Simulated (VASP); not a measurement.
The system is InAs.

```xyz
2
Lattice="0.0000 3.0180 3.0180 3.0180 0.0000 3.0180 3.0180 3.0180 0.0000" Properties=species:S:1:pos:R:3 pbc="T T T"
In    0.0000    0.0000    0.0000
As    1.5090    1.5090    1.5090
```

```yaml
Program: VASP 6.6.1
Task: relaxation of cell and atoms
Functional: PBEsol
Potentials_or_basis: VASP PAW PBE potentials, release 64 (In_d, As)
Cutoff: 520 eV
k_mesh: 10 × 10 × 10
Occupations: gaussian, width 0.02 eV
Spin: no spin polarisation
```

At the start: pressure 1.6 GPa; volume 27.49 Å³/atom.

Q: Where does the relaxation end?

A: Over 3 steps the energy falls by 3.6 meV/atom and the volume is 28.24 Å³/atom (+2.7 %); space group F-43m (No. 216, to 0.05 Å).

Step by step:
| step | energy change (eV) | largest force (eV/Å) | pressure (GPa) | volume (Å³) |
| --- | --- | --- | --- | --- |
| 1 | 0.0000 | 0.0000 | 1.60 | 54.98 |
| 2 | -0.0057 | 0.0000 | -0.67 | 57.19 |
| 3 | -0.0073 | 0.0000 | 0.01 | 56.47 |

Final structure:
```cif
data_structure
_symmetry_space_group_name_H-M 'P 1'
_symmetry_Int_Tables_number 1
_cell_length_a 4.3064
_cell_length_b 4.3064
_cell_length_c 4.3064
_cell_angle_alpha 60.000
_cell_angle_beta 60.000
_cell_angle_gamma 60.000
_cell_volume 56.47
loop_
_atom_site_label
_atom_site_type_symbol
_atom_site_fract_x
_atom_site_fract_y
_atom_site_fract_z
_atom_site_occupancy
In1 In 0.00000 0.00000 0.00000 1
As1 As 0.25000 0.25000 0.25000 1
```

Caveat: the PAW data sets were made with another functional, which shifts forces and pressure a little.
